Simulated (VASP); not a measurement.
Data:

```yaml
crystal:
  lattice:
    - [-1.70706, 1.70706, 1.70706]
    - [1.70706, -1.70706, 1.70706]
    - [1.70706, 1.70706, -1.70706]
  atoms:
    - { symbol: Li, position: [0.00000, 0.00000, 0.00000] }
```

All values below come from MS2 meta-GGA, VASP's PBE PAW potentials (set 64) (plane waves; VASP 6.6.1). Settings: 520 eV cut-off, 17×17×17 Γ-centred mesh, tetrahedra with Blöchl corrections, potentials Li_sv.

Question: Give the energies of bands 2 to 4 at the high-symmetry points, in eV from the Fermi level.

Answer: 
```tsv
band	Γ	H	N	P
2	-3.77	5.95	0.22	3.52
3	15.46	5.95	3.45	3.52
4	15.46	5.95	11.06	3.52
```

It has no gap at this level: it comes out as a metal or semimetal.

The compound is Li in the bcc structure. It was relaxed first, which changed the volume by -6 %.
